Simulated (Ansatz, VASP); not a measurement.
**Zr (ladder Zr chain) in two plane-wave programs**

Wanted: the spread between two codes on one cell, functional and k mesh. Of the first pair: The structure shown is the start of the Ansatz relaxation below; VASP solves that cell, so the two are compared at the walk's first step.

Calculated with Ansatz 0.2.0; plane waves, with VASP 6.6.1 beside it; single point at PBE and single point at r2SCAN.

### 1. Starting point

The cell holds 2 atoms: 2 Zr. Its edges and angles: a = 9.000 Å, b = 7.500 Å, c = 3.425 Å, α = 90.0°, β = 90.0°, γ = 90.0°. Vacuum lies along a and b. The structure's axis is c.

### 2. Ansatz: relaxation, PBE

Ansatz runs on its default PAW (the set named soft_2) files.

The two programs are compared at the cell with which this relaxation starts, whose forces are those of its first step.

input.yaml

```yaml
crystal:
  lattice:
    - [9.0, 0.0, 0.0]
    - [0.0, 7.5, 0.0]
    - [0.0, 0.0, 3.42475]
  atoms:
    - { symbol: Zr, position: [0.337444444, 0.5, 0.0] }
    - { symbol: Zr, position: [0.662555556, 0.5, 0.5] }
kpoints:
  mp_grid: { grid: [1, 1, 24] }
scf:
  occupations: { method: fermi_dirac, width: 0.05 }
hamiltonian:
  xc: pbe
relax:
  cell: { fix: [a, b, alpha, beta, gamma] }
  max_steps: 60
```

On the command line:

```
> ansatz run input.yaml --threads 4 --pin off --max-ram 8192MiB --backend cpu --events-out ev --progress --plain --runs-dir out
```

Numbers of over 12 decimals in the logs are rounded to 6 here.

Log:

```text
Engine: ansatz 0.2.0, aarch64-unknown-linux-gnu
Pseudopotentials: kind: paw
Pseudopotential: Zr, paw, valence charge 12, recommended cutoff 420 eV (normal), Zr.paw.azcp
Functional definition: PBE
  parameter kappa = 0.804
  parameter beta = 0.066725
  exchange = pbe_x(kappa = kappa, mu = beta*pi^2/3)
  correlation = pbe_c(beta = beta)
Crystal: 2 atoms, lattice volume = 231.171 Å³
Basis set: ecut = 420 eV, 4517 PW (Γ), exchange–correlation on 128×108×48 points (8 copies of the dense FFT grid, shifted against one another)
Bands: 16, of which v1, the nominal top of the filled ones, is band 12 counted from 1 (11 counted from 0)
Symmetry: 8 space group operations
Space group: Pmma (ITA 51), of the structure as read, at distance tolerance 6.1e-5 Å
k-points: 13 of 24
Non-local potential: Zr, projectors of the file, l = 0: 3, l = 1: 2, l = 2: 2, l = 3: 2
PAW form: soft (Blöchl's): semilocal exchange-correlation on the pseudo side does not see the compensation charge
PAW one-centre angular grid: Zr, 590 points (default); XC on 64 Gauss nodes
Initial density: superposition of atomic densities (neutral atoms: chi_scale 0, normalization atom), corrected by the library's trained network
Initial wavefunctions: pseudopotential atomic-orbital guess
Functional: x = pbe(κ = 0.804, μ = 0.219515), c = pbe(β = 0.066725)
SCF iter   1: F=—  HF=-8360.606123 eV  |F-HF|=—  |Δ(HF+E_count)|=         —  Δρ=6.38e-3  dr2=1.37e-1  ethr=1.77e-3  ⟨swp⟩=4.1  Hψ=949  notcnv=0
preconditioner: auto → LDOS  [metal: Δε(μ)=0.073 eV  Ē_g=1.324 eV  σ=0.050 eV  W_gap=0.32  n_scr=22 (ndim 8)  ℏωp=6.9 eV  f_vac=0.433  D(μ)=8.40/eV (n_scr^D=66)  β→1.0]
SCF iter   2: F=—  HF=-8360.592783 eV  |F-HF|=—  |Δ(HF+E_count)|=   1.33e-2  Δρ=4.25e-3  dr2=4.88e-2  ethr=5.71e-4  ⟨swp⟩=3.0  Hψ=516  notcnv=0
SCF iter   3: F=—  HF=-8360.589486 eV  |F-HF|=—  |Δ(HF+E_count)|=   3.30e-3  Δρ=9.75e-4  dr2=5.75e-3  ethr=2.03e-4  ⟨swp⟩=2.5  Hψ=354  notcnv=0
SCF iter   4: F=—  HF=-8360.590346 eV  |F-HF|=—  |Δ(HF+E_count)|=   8.60e-4  Δρ=4.25e-4  dr2=8.92e-4  ethr=2.40e-5  ⟨swp⟩=2.2  Hψ=290  notcnv=0
SCF iter   5: F=—  HF=-8360.590387 eV  |F-HF|=—  |Δ(HF+E_count)|=   4.01e-5  Δρ=2.23e-4  dr2=3.62e-4  ethr=3.72e-6  ⟨swp⟩=2.0  Hψ=329  notcnv=0
SCF iter   6: F=—  HF=-8360.590391 eV  |F-HF|=—  |Δ(HF+E_count)|=   4.91e-6  Δρ=5.72e-5  dr2=1.01e-5  ethr=1.51e-6  ⟨swp⟩=2.3  Hψ=299  notcnv=0
SCF iter   7: F=—  HF=-8360.590389 eV  |F-HF|=—  |Δ(HF+E_count)|=   2.86e-6  Δρ=1.91e-5  dr2=1.57e-6  ethr=4.22e-8  ⟨swp⟩=2.8  Hψ=384  notcnv=0
SCF iter   8: F=—  HF=-8360.590390 eV  |F-HF|=—  |Δ(HF+E_count)|=   1.31e-6  Δρ=5.63e-6  dr2=1.01e-7  ethr=6.56e-9  ⟨swp⟩=2.0  Hψ=275  notcnv=0
SCF iter   9: F=-8360.590390 eV  HF=-8360.590390 eV  |F-HF|=9.51e-9  |Δ(HF+E_count)|=   1.43e-7  Δρ=2.45e-6  dr2=1.46e-8  ethr=4.17e-10  ⟨swp⟩=4.2  Hψ=647  notcnv=0
SCF 1 converged in 9 iterations: F = -8360.590390 eV  dr2 = 1.46e-8
  greatest PAW one-centre occupation: 0.996 electrons in one spin orbital (limit 2), on the Zr atom at site 1 (counted from 0), in its partial waves of l = 0
relax step   1: F+E_penalty+E_count = -8360.59039003 eV  Δ(F+E_penalty+E_count) = +0.000e0 eV  max|allowed force component| = 2.526e0 eV/Å  Δτ_max = 0.0000 Å  P = -3.905 GPa  Ω = 231.171 Å³  fix = [a, b, alpha, beta, gamma]  reactions: a -4.925, b -0.194 GPa  (9 SCF iters, dr2 threshold 1.00e-7 eV, accepted)
[...]
relax step   5: F+E_penalty+E_count = -8362.78329052 eV  Δ(F+E_penalty+E_count) = -1.566e-1 eV  max|allowed force component| = 2.394e-1 eV/Å  Δτ_max = 0.0024 Å  P = -0.235 GPa  Ω = 198.705 Å³  energy of the carried Pulay correction = +5.851e-4 eV  fix = [a, b, alpha, beta, gamma]  reactions: a +0.731, b -0.285 GPa  (7 SCF iters, dr2 threshold 2.00e-7 eV, accepted)
[...]
relax step   6: F+E_penalty+E_count = -8362.81805931 eV  Δ(F+E_penalty+E_count) = -3.477e-2 eV  max|allowed force component| = 1.087e-2 eV/Å  Δτ_max = 0.0223 Å  P = +0.030 GPa  Ω = 191.355 Å³  energy of the carried Pulay correction = +7.302e-4 eV  fix = [a, b, alpha, beta, gamma]  reactions: a +0.386, b -0.324 GPa  (7 SCF iters, dr2 threshold 2.00e-7 eV, accepted)
[...]
relax step   7: F+E_penalty+E_count = -8362.81806695 eV  Δ(F+E_penalty+E_count) = -7.644e-6 eV  max|allowed force component| = 1.993e-4 eV/Å  Δτ_max = 0.0003 Å  P = +0.010 GPa  Ω = 191.487 Å³  energy of the carried Pulay correction = +7.275e-4 eV  fix = [a, b, alpha, beta, gamma]  reactions: a +0.367, b -0.323 GPa  (5 SCF iters, dr2 threshold 7.38e-9 eV, accepted)
[...]
relax step   8: F+E_penalty+E_count = -8362.81756537 eV  Δ(F+E_penalty+E_count) = +5.016e-4 eV  max|allowed force component| = 1.530e-4 eV/Å  Δτ_max = 0.0000 Å  P = +0.010 GPa  Ω = 191.487 Å³  fix = [a, b, alpha, beta, gamma]  reactions: a +0.368, b -0.324 GPa  stress off target by 1.39e-2 GPa on what of the cell is left free  SCF on the basis re-selected at this cell (its energy is not comparable with the rows above)  (7 SCF iters)
basis re-selected at this cell: Δ(F+E_penalty+E_count) = +5.016e-4 eV, ΔP = -0.000 GPa vs the last step (what re-selecting the basis moved, of the pressure what is left beyond the Pulay correction that the steps carried, after the strain that the cell walked since its last selection, with what the two solves' SCF thresholds leave and, on support functions, any second-order correction that the steps lacked; it is no measure of the basis error at this ecutwfc). The dense FFT grid was sized anew with the basis: this SCF ran on 64×54×20 points, the steps before it on 64×54×24, so part of this shift can come from that change (see relax.cell in the input reference). [rest of the remark cut]
SCF converged after 7 iterations
Free energy (F): -8362.817565 eV
Harris-Foulkes:  -8362.817565 eV  (|F-HF|=3.64e-12)
Internal energy: -8362.792696 eV  (E = F + TS)
E sigma→0 (E₀):  -8362.805131 eV
Entropy (-TS):   -0.024869 eV (-12.435 meV/atom)
Fermi energy:    1.016483 eV
--- Per-component energies (eV) ---
  E_band       = -498.055227
  E_kinetic    = 666.805736
  E_local      = -4307.798281  (includes V_loc(G=0)·N_el)
  E_nonlocal   = 166.832373
  E_hartree    = 1758.200938
  E_xc         = -319.786465
  E_vxc        = -377.160746  (∫ρ·V_xc dr)
  E_paw        = -5909.936031  (= ΣΔE_a)
  E_vpaw       = -163.136254  (= ΣTr[D̂ρ^β])
  E_aug_tail   = 0.000052  (compensation charges beyond the density's cutoff)
  E_ewald      = -417.111018
  E_smearing   = -0.024869  (= −TS)
  E_closure    = 0.000000  (closes the sum)
  Σ components = -8362.817565   (vs F -8362.817565, Δ=0.00e0)
--- Forces (eV/Å), atoms counted from 1 ---
  atom   1  Zr    -0.00015303    -0.00000000    -0.00000000
  atom   2  Zr     0.00015303     0.00000000     0.00000000
  max |Σ_I F_I| component: 0.00e0 eV/Å
--- Stress (GPa, compression-positive) ---
        0.368154      -0.000000       0.000000
       -0.000000      -0.323953       0.000000
        0.000000       0.000000      -0.013871
  P = ⅓ Tr σ = 0.0101 GPa (0.101 kbar)
--- Relaxed structure (7 steps of the walk, 7 accepted, 1 SCFs on fresh bases) ---
  F+E_penalty+E_count = -8362.81756537 eV   max|allowed force component| = 1.530e-4 eV/Å   (the final SCF, on the basis selected at the relaxed cell)
  cell:  # Å, volume = 191.4867 Å³
    - [9.0, 0, 0]
    - [0, 7.5, 0]
    - [0, 0, 2.836840]
  atoms:
    - { symbol: Zr, position: [0.372444, 0.5, -5.105702992265013e-18] }
    - { symbol: Zr, position: [0.627556, 0.5, 0.5] }
```

The column dr2 measures how far the density is from self-consistency, as an energy; F and HF (Harris–Foulkes) agree once it is small.

### 3. VASP: single point, PBE, start cell, pair 1

The same cell, functional, mesh and smearing now go to VASP, with its own data sets.

Lines of VASP's logs that name or quote its potential files are left out, and so is its time.

INCAR

```
SYSTEM = Zr
PREC = Accurate
ENCUT = 400
EDIFF = 1E-06
NELM = 120
ISMEAR = -1
SIGMA = 0.05
LREAL = .FALSE.
ALGO = Normal
GGA = PE
NBANDS = 18
LASPH = .TRUE.
LORBIT = 11
LWAVE = .FALSE.
LCHARG = .FALSE.
ISIF = 2
GGA_COMPAT = .FALSE.
KPAR = 2
```

POSCAR

```
Zr
1.0
    9.0000000000      0.0000000000      0.0000000000
    0.0000000000      7.5000000000      0.0000000000
    0.0000000000      0.0000000000      3.4247500000
Zr
2
Direct
    0.3374444444      0.5000000000      0.0000000000
    0.6625555556      0.5000000000      0.5000000000
```

KPOINTS

```
Automatic mesh
0
Gamma
1 1 24
0 0 0
```

The projector-augmented-wave data sets are Zr_sv (PBE family, release 64).

On the command line:

```
> mpirun -np 2 vasp_std
```

Log:

```text
[banner, memory and clock lines left out]
running    2 mpi-ranks, on    1 nodes
 distrk:  each k-point on    1 cores,    2 groups
 distr:  one band on    1 cores,    1 groups

 POSCAR found type information on POSCAR Zr
 POSCAR found :  1 types and       2 ions
 LDA part: xc-table for (Slater+PW92), standard interpolation
 POSCAR, INCAR and KPOINTS ok, starting setup
 FFT: planning ... GRIDC
 FFT: planning ... GRID_SOFT
 FFT: planning ... GRID
 WAVECAR not read
 entering main loop
       N       E                     dE             d eps       ncg     rms          rms(c)
DAV:   1     0.123210542815E+03    0.12321E+03   -0.10860E+04   660   0.860E+02
DAV:   2     0.381801352734E+01   -0.11939E+03   -0.11808E+03   624   0.234E+02
DAV:   3    -0.110603703315E+02   -0.14878E+02   -0.14711E+02   874   0.477E+01
DAV:   4    -0.115836397531E+02   -0.52327E+00   -0.51596E+00   652   0.948E+00
DAV:   5    -0.116007019567E+02   -0.17062E-01   -0.16986E-01   772   0.152E+00    0.630E+00
DAV:   6    -0.101300223450E+02    0.14707E+01   -0.38740E+00   480   0.975E+00    0.241E+00
DAV:   7    -0.995782463548E+01    0.17220E+00   -0.11345E+00   696   0.447E+00    0.123E+00
DAV:   8    -0.996736144546E+01   -0.95368E-02   -0.10162E-01   614   0.201E+00    0.525E-01
DAV:   9    -0.996665499285E+01    0.70645E-03   -0.36792E-02   626   0.852E-01    0.229E-01
DAV:  10    -0.996859823118E+01   -0.19432E-02   -0.27442E-03   630   0.308E-01    0.793E-02
DAV:  11    -0.996988072451E+01   -0.12825E-02   -0.10906E-03   620   0.126E-01    0.407E-02
DAV:  12    -0.997068649992E+01   -0.80578E-03   -0.75084E-04   652   0.982E-02    0.250E-02
DAV:  13    -0.997093692411E+01   -0.25042E-03   -0.43536E-04   576   0.585E-02    0.108E-02
DAV:  14    -0.997108334645E+01   -0.14642E-03   -0.18447E-04   538   0.423E-02    0.715E-03
DAV:  15    -0.997111307102E+01   -0.29725E-04   -0.36225E-05   492   0.187E-02    0.299E-03
DAV:  16    -0.997111953410E+01   -0.64631E-05   -0.86160E-06   430   0.958E-03    0.106E-03
DAV:  17    -0.997112079290E+01   -0.12588E-05   -0.21838E-06   436   0.547E-03    0.450E-04
DAV:  18    -0.997112087775E+01   -0.84848E-07   -0.26538E-07   358   0.224E-03
   1 F= -.99711209E+01 E0= -.99360886E+01  d E =-.700646E-01
```

From OUTCAR (step 3):

```text
ion  position               nearest neighbor table
   1  0.337  0.500  0.000-   2 3.39   2 3.39
   2  0.663  0.500  0.500-   1 3.39   1 3.39

  LATTYP: Found a simple orthorhombic cell.
 ALAT       =     3.4247500000
 B/A-ratio  =     2.1899408716
 C/A-ratio  =     2.6279290459

 Subroutine GETGRP returns: Found  8 space group operations
 (whereof  4 operations were pure point group operations)

The static configuration has the point symmetry C_2v.
 The point group associated with its full space group is D_2h.

 Found     13 irreducible k-points:

   k-points           NKPTS =     13   k-points in BZ     NKDIM =     13   number of bands    NBANDS=     18

   dimension x,y,z NGX =    60 NGY =   50 NGZ =   24
   dimension x,y,z NGXF=   120 NGYF=  100 NGZF=   48

   ENCUT  =  400.0 eV  29.40 Ry    5.42 a.u.  14.68 12.23  5.58*2*pi/ulx,y,z

   NELECT =      24.0000    total number of electrons

 k-points in reciprocal lattice and weights: Automatic mesh
   0.00000000  0.00000000  0.00000000       0.042
   0.00000000  0.00000000  0.04166667       0.083
   0.00000000  0.00000000  0.08333333       0.083
   0.00000000  0.00000000  0.12500000       0.083
   0.00000000  0.00000000  0.16666667       0.083
   0.00000000  0.00000000  0.20833333       0.083
   0.00000000  0.00000000  0.25000000       0.083
   0.00000000  0.00000000  0.29166667       0.083
   0.00000000  0.00000000  0.33333333       0.083
   0.00000000  0.00000000  0.37500000       0.083
   0.00000000  0.00000000  0.41666667       0.083
   0.00000000  0.00000000  0.45833333       0.083
   0.00000000  0.00000000  0.50000000       0.042

 average (electrostatic) potential at core
       1 -85.2982       2 -85.2982

 E-fermi :  -0.5019

 k-point     1 :       0.0000    0.0000    0.0000
  band No.  band energies     occupation
    ...
      8     -27.9605      2.00000
      9      -3.4426      2.00000
     10      -2.2442      2.00000
     11      -0.7808      1.99246
     12      -0.6050      1.77439
     13      -0.2932      0.03033
     14      -0.2161      0.00657
     15       0.3583      0.00000
     16       0.3619      0.00000
     17       0.5027      0.00000
    ...

 k-point     2 :       0.0000    0.0000    0.0417
  band No.  band energies     occupation
    ...
      8     -27.9649      2.00000
      9      -3.4096      2.00000
     10      -2.2044      2.00000
     11      -0.7725      1.99111
     12      -0.5874      1.69390
     13      -0.2729      0.02032
     14      -0.2179      0.00681
     15       0.3254      0.00000
     16       0.3490      0.00000
     17       0.4388      0.00000
    ...

 k-point     3 :       0.0000    0.0000    0.0833
  band No.  band energies     occupation
    ...
      8     -27.9776      2.00000
      9      -3.3119      2.00000
     10      -2.0860      2.00000
     11      -0.7489      1.98579
     12      -0.5372      1.33919
     13      -0.2333      0.00924
     14      -0.2104      0.00586
     15       0.2335      0.00000
     16       0.3067      0.00000
     17       0.3257      0.00000
    ...

  Total       -7.1702595     -0.3500544     -9.5720647      0.0000000      0.0000000      0.0000000
  in kB      -49.6950132     -2.4261268    -66.3412363      0.0000000      0.0000000      0.0000000
  external PRESSURE =     -39.4874588 kB  Pullay stress =       0.0000000 kB

  energy-cutoff  :      400.00
  volume of cell :      231.17
      direct lattice vectors                 reciprocal lattice vectors
     9.000000000  0.000000000  0.000000000     0.111111111  0.000000000  0.000000000
     0.000000000  7.500000000  0.000000000     0.000000000  0.133333333  0.000000000
     0.000000000  0.000000000  3.424750000     0.000000000  0.000000000  0.291992116

 POSITION                                       TOTAL-FORCE (eV/Angst)
 -----------------------------------------------------------------------------------
      3.03700      3.75000      0.00000         2.524286      0.000000      0.000000
      5.96300      3.75000      1.71237        -2.524286      0.000000      0.000000
 -----------------------------------------------------------------------------------
    total drift:                                0.000000      0.000000      0.000000

  FREE ENERGIE OF THE ION-ELECTRON SYSTEM (eV)
  ---------------------------------------------------
  free  energy   TOTEN  =        -9.9711208778 eV

  energy  without entropy=       -9.9010563124  energy(sigma->0) =       -9.93608860

 total charge
# of ion       s       p       d       tot
------------------------------------------
    1        2.209   5.889   1.551   9.649
    2        2.209   5.889   1.551   9.649
--------------------------------------------------
tot          4.418  11.778   3.102  19.298

[... 3 further parts left out ...]
```

### 4. Comparison

Known differences besides the potentials themselves: the cutoff is 420 eV in Ansatz and 400 eV in VASP. Total energies have different zeros and are not compared.

Forces (eV/Å; atoms numbered as in POSCAR):

| atom | Ansatz x, y, z | VASP x, y, z |
| --- | --- | --- |
| Zr1 | 2.526, 0.000, 0.000 | 2.524, 0.000, 0.000 |
| Zr2 | -2.526, 0.000, 0.000 | -2.524, 0.000, 0.000 |

The forces differ by 0.8 meV/Å r.m.s., which is 0.1 % of the r.m.s. force of 1.457 eV/Å (both taken over all components).

### 5. Ansatz: relaxation, PBE

The two programs are compared at the cell with which this relaxation starts, whose forces are those of its first step.

The structure compared here is the start of the Ansatz relaxation; VASP solves that cell, so the two are compared at the walk's first step.

input.yaml, the sections that differ from step 2:

```yaml
crystal:
  lattice:
    - [9.0, 0.0, 0.0]
    - [0.0, 7.5, 0.0]
    - [0.0, 0.0, 3.42475]
  atoms:
    - { symbol: Zr, position: [0.337444444, 0.5, 0.0], spin: 1.0 }
    - { symbol: Zr, position: [0.662555556, 0.5, 0.5], spin: 1.0 }
magnetization:
  spin_polarized: true
# kpoints, scf, hamiltonian, relax: as in step 2
```

On the command line:

```
> ansatz run input.yaml --threads 4 --pin off --max-ram 8192MiB --backend cpu --events-out ev --progress --plain --runs-dir out
```

Log:

```text
[...]
Crystal: 2 atoms, lattice volume = 231.171 Å³
Basis set: ecut = 420 eV, 4517 PW (Γ), exchange–correlation on 128×108×48 points (8 copies of the dense FFT grid, shifted against one another)
Bands: 17, of which v1, the nominal top of the filled ones, is band 12 counted from 1 (11 counted from 0)
Symmetry: 8 space group operations
[...]
0.000000      -0.000000       0.003372
  P = ⅓ Tr σ = 0.0214 GPa (0.214 kbar)
--- Relaxed structure (7 steps of the walk, 7 accepted, 1 SCFs on fresh bases) ---
[...]
cell:  # Å, volume = 191.4403 Å³
    - [9.0, 0, 0]
    - [0, 7.5, 0]
    - [0, 0, 2.836152]
  atoms:
    - { symbol: Zr, position: [0.372489, 0.500000, -5.112250810226973e-18] }
    - { symbol: Zr, position: [0.627511, 0.500000, 0.5] }
[key lines of the parts left out:]
SCF converged after 6 iterations
Magnetization: -0.0000 μB (12.0000 up, 12.0000 down)
Free energy (F): -8362.817564 eV
Fermi energy:    1.016797 eV
```

### 6. VASP: single point, PBE, start cell, pair 2

The same cell, functional, mesh and smearing now go to VASP, with its own data sets.

INCAR, as its differences from that of step 3:

```diff
@@ -4,3 +4,3 @@
 EDIFF = 1E-06
-NELM = 120
+NELM = 200
 ISMEAR = -1
@@ -10,4 +10,7 @@
 GGA = PE
-NBANDS = 18
+NBANDS = 19
+ISPIN = 2
+MAGMOM = -0 -0
 LASPH = .TRUE.
+LMAXMIX = 4
 LORBIT = 11
```

POSCAR is that of step 3.

KPOINTS is that of step 3.

On the command line:

```
> mpirun -np 2 vasp_std
```

Log:

```text
[... set-up lines as in an earlier step ...]
 entering main loop
       N       E                     dE             d eps       ncg     rms          rms(c)
DAV:   1     0.122474303052E+03    0.12247E+03   -0.10853E+04  1380   0.818E+02
DAV:   2     0.412306169421E+01   -0.11835E+03   -0.11700E+03  1324   0.221E+02
DAV:   3    -0.109890027054E+02   -0.15112E+02   -0.14925E+02  1820   0.458E+01
DAV:   4    -0.115814805657E+02   -0.59248E+00   -0.58029E+00  1373   0.934E+00
[...]
DAV:  20    -0.997111839690E+01    0.29310E-05   -0.10820E-05  1075   0.181E-02    0.127E-03
DAV:  21    -0.997112034279E+01   -0.19459E-05   -0.35277E-06   897   0.976E-03    0.649E-04
DAV:  22    -0.997112083493E+01   -0.49214E-06   -0.15813E-06   861   0.655E-03
   1 F= -.99711208E+01 E0= -.99360883E+01  d E =-.700651E-01  mag=     0.0000
```

Parts of OUTCAR (step 6):

```text
  Total       -7.1703122     -0.3504212     -9.5722115      0.0000000      0.0000000      0.0000000
  in kB      -49.6953786     -2.4286691    -66.3422535      0.0000000      0.0000000      0.0000000
  external PRESSURE =     -39.4887670 kB  Pullay stress =       0.0000000 kB

 POSITION                                       TOTAL-FORCE (eV/Angst)
 -----------------------------------------------------------------------------------
      3.03700      3.75000      0.00000         2.524357      0.000000      0.000000
      5.96300      3.75000      1.71237        -2.524357      0.000000      0.000000
 -----------------------------------------------------------------------------------
    total drift:                                0.000000      0.000000      0.000000

  FREE ENERGIE OF THE ION-ELECTRON SYSTEM (eV)
  ---------------------------------------------------
  free  energy   TOTEN  =        -9.9711208349 eV

  energy  without entropy=       -9.9010557567  energy(sigma->0) =       -9.93608830

 magnetization (x)
# of ion       s       p       d       tot
------------------------------------------
    1        0.000   0.000  -0.000  -0.000
    2        0.000   0.000  -0.000  -0.000
--------------------------------------------------
tot          0.000   0.000  -0.000  -0.000

[... 1 part as in an earlier step ...]

[... 2 further parts left out ...]
[key lines of the parts left out:]
E-fermi :  -0.5019
```

(Continued in part 2 of 2.)

[Lines on the potential files, build, host, timing and source positions are cut from VASP's logs without a mark.]

[Logs are printed without paths, hosts, clocks, repeated set-up lines and the standing remarks that a program may print on its own settings, such as how far it seeks lower states.]

[Hosts, paths, dates, database ids (printed as entryN), source tags and the programs' standing remarks are cut or masked in the printed files.]
